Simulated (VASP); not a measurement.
These are RPBE GGA, VASP's PBE PAW potentials (set 64) (plane waves; VASP) values and carry that method's errors.

Input for VASP

INCAR:
```
NELM = 100
ICHARG = 11
ISMEAR = 0   ! Gaussian
LORBIT = 11
EDIFF = 1E-7
SYSTEM = NiAl
LCHARG = F
LWAVE = F
PREC = Accurate
LMAXMIX = 4
ENCUT = 520
LREAL = F   ! projection in real space or not
GGA = RP   ! RPBE
SIGMA = 0.05   ! width (eV)
LASPH = T   ! aspherical one-centre terms
ALGO = Normal   ! blocked Davidson
```

**POSCAR**
```
NiAl
2.917150
  0.9999999883   0.0000000000   0.0000000000
  0.0000000000   0.9999999883   0.0000000000
  0.0000000000   0.0000000000   0.9999999883
Al Ni
1 1
Direct
  0.5000000000   0.5000000000   0.5000000000
  0.0000000000   0.0000000000   0.0000000000
```

### KPOINTS
```
k-points along high-symmetry lines
15
Line-mode
Reciprocal
  0.000000   0.000000   0.000000 ! GAMMA
  0.000000   0.500000   0.000000 ! X

  0.000000   0.500000   0.000000 ! X
  0.500000   0.500000   0.000000 ! M

  0.500000   0.500000   0.000000 ! M
  0.000000   0.000000   0.000000 ! GAMMA

  0.000000   0.000000   0.000000 ! GAMMA
  0.500000   0.500000   0.500000 ! R

  0.500000   0.500000   0.500000 ! R
  0.000000   0.500000   0.000000 ! X

  0.500000   0.500000   0.500000 ! R
  0.500000   0.500000   0.000000 ! M
```

POTCAR, in this order: Al Ni (PBE.64 set). Program: vasp_std. Read from the step before: CHGCAR.

Output of the run:

OSZICAR:
```
       N       E                     dE             d eps       ncg     rms          rms(c)
DAV:   1     0.432625137126E+02    0.43263E+02   -0.58037E+03  1808   0.137E+03
DAV:   2    -0.760756158238E+01   -0.50870E+02   -0.47732E+02  1812   0.209E+02
DAV:   3    -0.866745399364E+01   -0.10599E+01   -0.10502E+01  2304   0.393E+01
DAV:   4    -0.868199792811E+01   -0.14544E-01   -0.14540E-01  2310   0.392E+00
DAV:   5    -0.868240904926E+01   -0.41112E-03   -0.41110E-03  2116   0.610E-01
DAV:   6    -0.868243140311E+01   -0.22354E-04   -0.22353E-04  2476   0.119E-01
DAV:   7    -0.868243197188E+01   -0.56876E-06   -0.56872E-06  2144   0.156E-02
DAV:   8    -0.868243200246E+01   -0.30577E-07   -0.29427E-07  1796   0.268E-03
   1 F= -.86824320E+01 E0= -.86821278E+01  d E =-.608311E-03
```

### OUTCAR
```
 val. band max:       10.6380892731   @ k =   0.4286   0.5000   0.4286

 cond. band min:      10.6554337093   @ k =   0.2500   0.2500   0.0000



 k-point     1 :       0.0000    0.0000    0.0000
  band No.  band energies     occupation
      1      -1.2072      2.00000
      2       6.6115      2.00000
      3       6.6115      2.00000
      4       8.2004      2.00000
      5       8.2004      2.00000
      6       8.2004      2.00000
      7      15.0283      0.00000
      8      15.0283      0.00000
      9      15.0283      0.00000
     10      17.6120      0.00000

 k-point     2 :       0.0000    0.0357    0.0000
  band No.  band energies     occupation
      1      -1.1843      2.00000
      2       6.6098      2.00000
      3       6.6168      2.00000
      4       8.1905      2.00000
      5       8.1905      2.00000
      6       8.2015      2.00000
      7      14.7301      0.00000
      8      15.0587      0.00000
      9      15.0587      0.00000
     10      17.6142      0.00000

 k-point     3 :       0.0000    0.0714    0.0000
  band No.  band energies     occupation
      1      -1.1156      2.00000
      2       6.6035      2.00000
      3       6.6325      2.00000
      4       8.1616      2.00000
      5       8.1616      2.00000
      6       8.2045      2.00000
      7      14.0667      0.00000
      8      15.1491      0.00000
      9      15.1491      0.00000
     10      17.6202      0.00000

 k-point     4 :       0.0000    0.1071    0.0000
  band No.  band energies     occupation
      1      -1.0014      2.00000
      2       6.5880      2.00000
      3       6.6580      2.00000
      4       8.1160      2.00000
      5       8.1160      2.00000
      6       8.2094      2.00000
      7      13.2885      0.00000
      8      15.2975      0.00000
      9      15.2975      0.00000
     10      17.6303      0.00000

 k-point     5 :       0.0000    0.1429    0.0000
  band No.  band energies     occupation
...
```

The density is held fixed in this step, so its total energy and stress have no physical meaning.

The compound is NiAl in the CsCl type structure. It was relaxed first. The run is not spin-polarised, so no magnetic state was tried. The electron count is odd and the run is not spin-polarised, which forces a metal.
